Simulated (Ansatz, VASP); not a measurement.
# Ge3H4 (Ge wire along [100], 9 atoms a period, H-terminated): VASP beside Ansatz, part 2 of 2

Aim: how closely do two programs agree when they are given the same cell, functional and k mesh? The cell is taken from a series of runs on this material, whose earlier steps may have relaxed, scaled, displaced or heated it; both programs get it as it stands.

VASP 6.6.1 and Ansatz 0.2.0.

So far: The starting structure; VASP: single point, PBE; Ansatz: single point, PBE; Side by side.

### 5. Ansatz: single point, r2SCAN

Level of this step: Ansatz beside VASP: Kohn-Sham DFT, plane waves, r2SCAN (Ansatz).

A single point gives forces, pressure and levels at one fixed geometry, so differences don't come from the geometry; what else differs is listed under the comparison.

The cell is taken from a series of runs on this material, whose earlier steps may have relaxed, scaled, displaced or heated it; both programs get it as it stands.

Contents of input.yaml:

```yaml
crystal:
  lattice:
    - [14.361, 0.0, 0.0]
    - [0.0, 14.361, 0.0]
    - [0.0, 0.0, 5.7445455734]
  atoms:
    - { symbol: Ge, position: [0.401935381, 0.401935381, 0.996996782] }
    - { symbol: Ge, position: [0.598087795, 0.598087795, 0.996996782] }
    - { symbol: H, position: [0.339483526, 0.339483526, 0.15346611] }
    - { symbol: H, position: [0.660539651, 0.660539651, 0.15346611] }
    - { symbol: Ge, position: [0.500011588, 0.500011588, 0.25] }
    - { symbol: H, position: [0.339483526, 0.660539651, 0.34653389] }
    - { symbol: H, position: [0.660539651, 0.339483526, 0.34653389] }
    - { symbol: Ge, position: [0.401935381, 0.598087795, 0.503003218] }
    - { symbol: Ge, position: [0.598087795, 0.401935381, 0.503003218] }
    - { symbol: H, position: [0.239736751, 0.438318622, 0.596747094] }
    - { symbol: H, position: [0.438318622, 0.239736751, 0.596747094] }
    - { symbol: H, position: [0.561704555, 0.760286426, 0.596747094] }
    - { symbol: H, position: [0.760286426, 0.561704555, 0.596747094] }
    - { symbol: Ge, position: [0.303335202, 0.500011588, 0.75] }
    - { symbol: Ge, position: [0.500011588, 0.303335202, 0.75] }
    - { symbol: Ge, position: [0.500011588, 0.696687974, 0.75] }
    - { symbol: Ge, position: [0.696687974, 0.500011588, 0.75] }
    - { symbol: H, position: [0.239736751, 0.561704555, 0.903252906] }
    - { symbol: H, position: [0.438318622, 0.760286426, 0.903252906] }
    - { symbol: H, position: [0.561704555, 0.239736751, 0.903252906] }
    - { symbol: H, position: [0.760286426, 0.438318622, 0.903252906] }
kpoints:
  mp_grid: { grid: [1, 1, 11] }
  band_path: { path: ["Γ", Z], npoints: 90 }
scf:
  occupations: { method: fermi_dirac, width: 0.05 }
hamiltonian:
  xc: r2scan
  pseudopotentials: { kind: paw, azcp: { folder: soft_1 } }
```

The run is started by

```bash
ansatz run input.yaml --threads 4 --pin off --max-ram 16384MiB --backend cpu --events-out ev --progress --plain --runs-dir out
```

Numbers of over 12 decimals in the logs are rounded to 6 here.

Output:

```text
[...]
Crystal: 21 atoms, lattice volume = 1184.745 Å³
Basis set: ecut = 500 eV, 30133 PW (Γ), exchange–correlation on 432×432×180 points (64 copies of the dense FFT grid, shifted against one another)
Bands: 90, of which v1, the nominal top of the filled ones, is band 69 counted from 1 (68 counted from 0)
Symmetry: 8 space group operations
[...]
k-points: 6 of 11
[...]
--- Band table (eV; the first three rows and the last of 6) ---
  k-point 0: bands = [... 65 lower, -4.3316, -4.0122, -4.0122, -3.9920, 0.4832, 0.5174, 0.6782, 0.6782, ... 17 higher]
  k-point 1: bands = [... 65 lower, -4.3560, -4.0210, -4.0210, -3.9942, 0.5074, 0.6174, 0.6174, 0.6251, ... 17 higher]
  k-point 2: bands = [... 65 lower, -4.4180, -4.0398, -4.0398, -4.0056, 0.5250, 0.5259, 0.5259, 0.8793, ... 17 higher]
  k-point 5: bands = [... 65 lower, -4.5992, -4.1699, -4.0493, -4.0493, 0.2265, 0.6153, 0.6153, 0.9830, ... 17 higher]
[key lines of the parts left out:]
SCF converged after 9 iterations
Free energy (F): -38914.956378 eV
Fermi energy:    -1.838079 eV
```

### 6. VASP: single point, r2SCAN

The same cell, functional, mesh and smearing now go to VASP, with its own data sets.

Contents of INCAR:

```
SYSTEM = Ge3H4
PREC = Accurate
ENCUT = 450
EDIFF = 1E-06
NELM = 120
ISMEAR = -1
SIGMA = 0.05
LREAL = .FALSE.
ALGO = Normal
METAGGA = R2SCAN
LASPH = .TRUE.
NBANDS = 90
LORBIT = 11
LWAVE = .FALSE.
LCHARG = .FALSE.
ISIF = 2
GGA_COMPAT = .FALSE.
EFERMI = MIDGAP
LMIXTAU = .TRUE.
KPAR = 4
```

Contents of POSCAR:

```
Ge3H4
1.0
   14.3610000000      0.0000000000      0.0000000000
    0.0000000000     14.3610000000      0.0000000000
    0.0000000000      0.0000000000      5.7445455734
Ge H
9 12
Direct
    0.4019353810      0.4019353810      0.9969967820
    0.5980877950      0.5980877950      0.9969967820
    0.5000115880      0.5000115880      0.2500000000
    0.4019353810      0.5980877950      0.5030032180
    0.5980877950      0.4019353810      0.5030032180
    0.3033352020      0.5000115880      0.7500000000
    0.5000115880      0.3033352020      0.7500000000
    0.5000115880      0.6966879740      0.7500000000
    0.6966879740      0.5000115880      0.7500000000
    0.3394835255      0.3394835255      0.1534661100
    0.6605396505      0.6605396505      0.1534661100
    0.3394835255      0.6605396505      0.3465338900
    0.6605396505      0.3394835255      0.3465338900
    0.2397367505      0.4383186215      0.5967470940
    0.4383186215      0.2397367505      0.5967470940
    0.5617045545      0.7602864255      0.5967470940
    0.7602864255      0.5617045545      0.5967470940
    0.2397367505      0.5617045545      0.9032529060
    0.4383186215      0.7602864255      0.9032529060
    0.5617045545      0.2397367505      0.9032529060
    0.7602864255      0.4383186215      0.9032529060
```

Contents of KPOINTS:

```
Automatic mesh
0
Gamma
1 1 11
0 0 0
```

The projector-augmented-wave data sets are Ge_d and H (PBE family, release 64).

The run is started by

```bash
mpirun -np 4 vasp_std
```

Output:

```text
[banner, memory and clock lines left out]
running    4 mpi-ranks, on    1 nodes
[...]
[... a notice as in an earlier step ...]

|                                                                             |
|               ----> ADVICE to this user running VASP <----                  |
|                                                                             |
|     You enforced a specific xc type in the INCAR file but a different       |
|     [... a line on the potential file left out ...]
|     I HOPE YOU KNOW WHAT YOU ARE DOING!                                     |
|                                                                             |

 LDA part: xc-table for (None), standard interpolation
 POSCAR, INCAR and KPOINTS ok, starting setup
[...]
entering main loop
       N       E                     dE             d eps       ncg     rms          rms(c)
DAV:   1     0.106211497441E+04    0.10621E+04   -0.62893E+04  1256   0.176E+03
DAV:   2     0.305243203320E+01   -0.10591E+04   -0.10189E+04  1392   0.413E+02
DAV:   3    -0.169338084636E+03   -0.17239E+03   -0.17135E+03  1464   0.179E+02
DAV:   4    -0.179575300316E+03   -0.10237E+02   -0.10198E+02  1288   0.513E+01
[...]
DAV:  34    -0.163576873186E+03   -0.12731E-04   -0.52685E-06   800   0.132E-02    0.581E-04
DAV:  35    -0.163576888823E+03   -0.15637E-04   -0.11204E-05   844   0.165E-02    0.413E-04
DAV:  36    -0.163576888836E+03   -0.12831E-07   -0.11315E-06   828   0.570E-03
   1 F= -.16357689E+03 E0= -.16357689E+03  d E =-.529362E-18
```

From OUTCAR (step 6):

```text
  Total       -4.6378018     -4.6378018     -5.2235879      0.0000000      0.0000000      0.0000000
  in kB       -6.2718797     -6.2718797     -7.0640611      0.0000000      0.0000000      0.0000000
  external PRESSURE =      -6.5359402 kB  Pullay stress =       0.0000000 kB

 POSITION                                       TOTAL-FORCE (eV/Angst)
 -----------------------------------------------------------------------------------
      5.77219      5.77219      5.72729        -0.001200     -0.001200      0.036672
      8.58914      8.58914      5.72729         0.001200      0.001200      0.036672
      7.18067      7.18067      1.43614         0.000000     -0.000000     -0.000000
      5.77219      8.58914      2.88952        -0.001200      0.001200     -0.036672
      8.58914      5.77219      2.88952         0.001200     -0.001200     -0.036672
      4.35620      7.18067      4.30841         0.009203     -0.000000     -0.000000
      7.18067      4.35620      4.30841         0.000000      0.009203     -0.000000
      7.18067     10.00514      4.30841         0.000000     -0.009203     -0.000000
     10.00514      7.18067      4.30841        -0.009203     -0.000000     -0.000000
      4.87532      4.87532      0.88159         0.137970      0.137970     -0.147951
      9.48601      9.48601      0.88159        -0.137970     -0.137970     -0.147951
      4.87532      9.48601      1.99068         0.137970     -0.137970      0.147951
      9.48601      4.87532      1.99068        -0.137970      0.137970      0.147951
      3.44286      6.29469      3.42804         0.137523      0.126261      0.133431
[...]
-----------------------------------------------------------------------------------
    total drift:                               -0.000033     -0.000033      0.000000

  FREE ENERGIE OF THE ION-ELECTRON SYSTEM (eV)
  ---------------------------------------------------
  free  energy   TOTEN  =      -163.5768888362 eV

  energy  without entropy=     -163.5768888362  energy(sigma->0) =     -163.57688884

[... 3 further parts left out ...]
[key lines of the parts left out:]
E-fermi :  -2.5246
```

The PAW data sets were made with PBE, which is usual practice but a small mismatch for other functionals.

### 7. Comparison

What differs besides the data sets and the points named for the pairs above, as far as they apply: VASP keeps PBE cores, Ansatz makes them for the functional; the cutoff is 500 eV in Ansatz and 450 eV in VASP. Total energies have different zeros and are not compared.

Both answers:

```
              quantity  Ansatz   VASP  difference
gap on the k mesh (eV)   4.218  4.200      +0.018
```

A gap on the mesh is an upper bound, since the band edges may lie between its points.

### 8. Outcome

```
difference in gap on the k mesh (single point, PBE)    : -0.0042 eV
difference in gap on the k mesh (single point, r2SCAN) : 0.018 eV
```

In words: The difference in gap on the k mesh is 0.018 eV (single point, r2SCAN), within the 0.08 eV picked in this series as the mark of a large difference. Such differences can come from data sets, numerical settings and the points named under the comparisons, not from the functional's error against experiment.

[Lines on the potential files, build, host, timing and source positions are cut from VASP's logs without a mark.]

[Logs are printed without paths, hosts, clocks, repeated set-up lines and the standing remarks that a program may print on its own settings, such as how far it seeks lower states.]

[Hosts, paths, dates, database ids (printed as entryN), source tags and the programs' standing remarks are cut or masked in the printed files.]
